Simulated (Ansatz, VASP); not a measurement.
# Ru (Ruthenium) in two plane-wave programs, part 2 of 2

Wanted: the spread between two codes on one cell, functional and k mesh. The cell is taken from a series of runs on this material, whose earlier steps may have relaxed, scaled, displaced or heated it; both programs get it as it stands.

VASP 6.6.1 and Ansatz 0.2.0.

So far: Set-up; VASP: zone-centre phonons, PBEsol.

### Step 3. Ansatz: zone-centre phonons, PBEsol

Level of this step: Ansatz beside VASP: Kohn-Sham DFT, plane waves, PBEsol (Ansatz).

Ansatz runs on its PAW soft_1 files.

The same cell, functional, mesh and smearing now go to Ansatz, which takes its cutoff from its data sets.

Input file input.yaml:

```yaml
crystal:
  lattice:
    - [2.6716707642, 0.0, 0.0]
    - [-1.3358353821, 2.3137347523, 0.0]
    - [0.0, 0.0, 4.2232120434]
  atoms:
    - { symbol: Ru, position: [0.3333333333, 0.6666666667, 0.25] }
    - { symbol: Ru, position: [0.6666666667, 0.3333333333, 0.75] }
kpoints:
  mp_grid: { grid: [18, 18, 12] }
hamiltonian:
  xc: pbesol
  pseudopotentials: { kind: paw, azcp: { folder: soft_1 }, xc_functional: pbe }
scf:
  occupations: { method: methfessel_paxton, width: 0.2 }
output:
  eigenvalues: true
phonons:
  method: dfpt
```

On the command line:

```
$ ansatz run input.yaml --threads 4 --pin off --max-ram 10240MiB --backend cpu --events-out ev --progress --plain --runs-dir out
```

Numbers of over 12 decimals in the logs are rounded to 6 here.

The program printed:

```text
zone centre: on kpoints.mp_grid the ground state, and the responses unless they are solved on pairs of k-points, stand on 637 of the mesh's 3888 k-points, reduced under 4 symmetry operations, with k and −k counted as one. Each operation leaves every solved displacement unchanged or reverses it
Engine: ansatz 0.2.0, aarch64-unknown-linux-gnu
Pseudopotentials: kind: paw
Pseudopotential: Ru, paw, valence charge 16, recommended cutoff 420 eV (normal), soft_1/Ru.paw.azcp
Functional definition: PBEsol
  exchange = pbesol_x
  correlation = pbesol_c
Crystal: 2 atoms, lattice volume = 26.106 Å³
Basis set: ecut = 420 eV, 537 PW (Γ), exchange–correlation on 36×36×60 points (8 copies of the dense FFT grid, shifted against one another)
Bands: 20, of which v1, the nominal top of the filled ones, is band 16 counted from 1 (15 counted from 0)
Symmetry: 24 space group operations
k-points: 637 of 3888 (irreducible under 4 space group operations, time reversal used)
Non-local potential: Ru, projectors of the file, l = 0: 3, l = 1: 2, l = 2: 2, l = 3: 1
PAW form: soft (Blöchl's): semilocal exchange-correlation on the pseudo side does not see the compensation charge
PAW frozen core: Ru, regenerated for the run's functional, and the local potential with it (the file was generated under x = pbe(κ = 0.804, μ = 0.219515), c = pbe(β = 0.066725))
PAW one-centre angular grid: Ru, 590 points (default); XC on 64 Gauss nodes
Initial density: superposition of atomic densities (chi_scale 0.1, normalization cell)
Initial wavefunctions: pseudopotential atomic-orbital guess
Functional: x = pbesol(κ = 0.804, μ = 0.123457), c = pbesol(β = 0.046)
SCF iter   1: F=—  HF=-11634.510991 eV  |F-HF|=—  |Δ(HF+E_count)|=         —  Δρ=1.31e-1  dr2=4.21e0  ethr=3.10e-3  ⟨swp⟩=5.0  Hψ=111462  notcnv=0  defer=75
automatic band count: the SCF goes on with 24 bands, as 20 were too few: they end inside the smearing window of the response
preconditioner: auto → none  [metal: Δε(μ)=0.030 eV  Ē_g=11.932 eV  σ=0.200 eV  W_gap=0.13  n_scr=8 (ndim 8)  ℏωp=29.1 eV  f_vac=0.000  D(μ)=1.45/eV (n_scr^D=22)  sad-step TF]
SCF iter   2: F=—  HF=-11633.532464 eV  |F-HF|=—  |Δ(HF+E_count)|=   9.79e-1  S|Δr|=    0.00e0  Δρ=7.45e-2  dr2=1.35e0  ethr=3.10e-3  ⟨swp⟩=2.8  Hψ=29701  notcnv=0  defer=1807
SCF iter   3: F=—  HF=-11633.082506 eV  |F-HF|=—  |Δ(HF+E_count)|=   4.50e-1  S|Δr|=    0.00e0  Δρ=3.88e-3  dr2=1.65e-3  ethr=3.10e-3  ⟨swp⟩=2.1  Hψ=22097  notcnv=0  defer=1807
SCF iter   4: F=—  HF=-11633.083638 eV  |F-HF|=—  |Δ(HF+E_count)|=   1.13e-3  S|Δr|=    0.00e0  Δρ=3.14e-4  dr2=6.06e-6  ethr=5.15e-6  ⟨swp⟩=2.7  Hψ=30466  notcnv=0  defer=1688
SCF iter   5: F=—  HF=-11633.083647 eV  |F-HF|=—  |Δ(HF+E_count)|=   9.25e-6  S|Δr|=    0.00e0  Δρ=1.10e-4  dr2=1.95e-6  ethr=1.89e-8  ⟨swp⟩=2.0  Hψ=23653  notcnv=0  defer=1688
SCF iter   6: F=—  HF=-11633.083646 eV  |F-HF|=—  |Δ(HF+E_count)|=   1.39e-6  S|Δr|=    0.00e0  Δρ=2.33e-5  dr2=7.17e-8  ethr=6.10e-9  ⟨swp⟩=2.1  Hψ=21199  notcnv=0  defer=1688
SCF iter   7: F=—  HF=-11633.083646 eV  |F-HF|=—  |Δ(HF+E_count)|=   2.95e-8  S|Δr|=    0.00e0  Δρ=2.25e-6  dr2=9.62e-10  ethr=2.24e-10  ⟨swp⟩=2.7  Hψ=25012  notcnv=0  defer=1688
SCF iter   8: F=-11633.083646 eV  HF=-11633.083646 eV  |F-HF|=3.64e-12  |Δ(HF+E_count)|=  7.28e-12  S|Δr|=    0.00e0  Δρ=1.06e-7  dr2=1.92e-12  ethr=1.00e-12  ⟨swp⟩=9.0  Hψ=89299  notcnv=0
SCF 1 converged in 8 iterations: F = -11633.083646 eV  dr2 = 1.92e-12
  greatest PAW one-centre occupation: 1.000 electrons in one spin orbital (limit 2), on the Ru atom at site 1 (counted from 0), in its partial waves of l = 0
DFPT response loops at Γ: preconditioner auto → Kerker (q_TF=auto, 2.822 Å⁻¹) (partly filled bands, converged f_vac=0.000); β = 1.00, the filter's whole step (`scf.mixing.beta` (0.50) is not read by the response loops under this deck's `scf.mixing.preconditioner`; to damp them name `kerker` or `kerker_dos`, under which they read `scf.mixing.beta`, and type it under 1.00, their step now; both keys bind the ground state too); Broyden in place of MSR1
SCF converged after 8 iterations
Stability not checked: this state was not tested for a lower state beside it, because cold or Methfessel-Paxton smearing, or corrected tetrahedra, fill the levels in a way that the test cannot read (fill_not_monotonic; see scf.lower_state_search)
Free energy (F): -11633.083646 eV
Harris-Foulkes:  -11633.083646 eV  (|F-HF|=3.64e-12)
Internal energy: -11633.084205 eV  (E = F + TS)
E sigma→0 (E₀):  -11633.083786 eV
Entropy (-TS):   0.000560 eV (0.280 meV/atom)
Fermi energy:    24.330296 eV
--- Per-component energies (eV) ---
  E_band       = -83.533552
  E_kinetic    = 923.614583
  E_local      = -2458.546195  (includes V_loc(G=0)·N_el)
  E_nonlocal   = 828.637847
  E_hartree    = 813.633479
  E_xc         = -339.686233
  E_vxc        = -431.025991  (∫ρ·V_xc dr)
  E_paw        = -6880.160856  (= ΣΔE_a)
  E_vpaw       = -573.482018  (= ΣTr[D̂ρ^β])
  E_aug_tail   = 0.001183  (compensation charges beyond the density's cutoff)
  E_ewald      = -4521.084607
  E_core_change = 0.506593  (= ΣΔE_core)
  E_smearing   = 0.000560  (= −TS)
  E_closure    = 0.000000  (closes the sum)
  Σ components = -11633.083646   (vs F -11633.083646, Δ=0.00e0)
--- Band table (eV; the first three rows and the last of 637) ---
  k-point 0: bands = [... 12 lower, 21.7574, 22.2897, 22.2897, 22.8409, 22.8409, 25.5924, 25.5924, 25.6171, ... 4 higher]
  k-point 1: bands = [... 12 lower, 21.7152, 22.2391, 22.2391, 22.9605, 22.9605, 25.3466, 25.5998, 25.5998, ... 4 higher]
  k-point 2: bands = [... 12 lower, 21.5984, 22.1017, 22.1017, 23.2622, 23.2622, 24.6450, 25.6049, 25.6049, ... 4 higher]
  k-point 636: bands = [... 12 lower, 21.5310, 21.5310, 22.8998, 22.8998, 26.0926, 26.0926, 29.6146, 29.6146, ... 4 higher]
--- Phonons (Γ-DFPT): 2 representative perturbations + reference, on 637 of 3888 k-points (Σ response iterations 6) ---
  k mesh reduced under 4 symmetry operations, with k and −k counted as one. Each operation leaves every solved displacement unchanged or reverses it
  ASR residual: 6.087e-5 → 0.000e0 eV/Å²; symmetrization residual: 5.134e-13 eV/Å²
  ASR residual per site (eV/Å²): 6.09e-5 6.09e-5
  Γ frequencies (cm⁻¹): 0.00 0.00 0.00 213.71 213.71 285.75
  non-analytic LO–TO correction: not included (Born effective charges unavailable; polar crystals: no LO–TO splitting at Γ)
```

In the SCF lines HF is the Harris–Foulkes energy and dr2 the Hartree energy of the density residual, in eV; the loop may stop once dr2 is under the threshold and the program's other checks hold. Hψ counts applications of the Hamiltonian.

### Step 4. Side by side

Known differences besides the potentials themselves: the data sets hold 32 valence electrons in Ansatz (on its PAW soft_1 files) and 28 in VASP; the cutoff is 420 eV in Ansatz and 500 eV in VASP; Ansatz makes its cores anew for this functional, VASP keeps those of its PBE data sets. Total energies have different zeros and are not compared.

The two programs side by side:

```tsv
quantity	Ansatz	VASP	difference
optical mode 1 to 2 (cm⁻¹)	213.7	213.6	+0.03 %
optical mode 3 (cm⁻¹)	285.8	286.2	-0.17 %
```

Modes are paired by rising frequency, not by their patterns, so a pair may set unlike modes beside each other; they are those without the splitting of longitudinal modes.

### Step 5. Outcome

```yaml
r_m_s_difference_of_the_optical_zone_centre_modes_each_program_s_sorted_by_frequency_zone_centre_phonons_pbesol: 0.29 cm⁻¹
```

The r.m.s. difference of the optical zone-centre modes, each program's sorted by frequency is 0.29 cm⁻¹ (zone-centre phonons, PBEsol). The data sets hold unlike numbers of valence electrons (32 in Ansatz and 28 in VASP), so part of the differences comes from the potentials. Such differences can come from data sets, numerical settings and the points named under the comparisons, not from the functional's error against experiment.

[Lines on the potential files, build, host, timing and source positions are cut from VASP's logs without a mark.]

[Logs are printed without paths, hosts, clocks, repeated set-up lines and the standing remarks that a program may print on its own settings, such as how far it seeks lower states.]

[Hosts, paths, dates, database ids (printed as entryN), source tags and the programs' standing remarks are cut or masked in the printed files.]
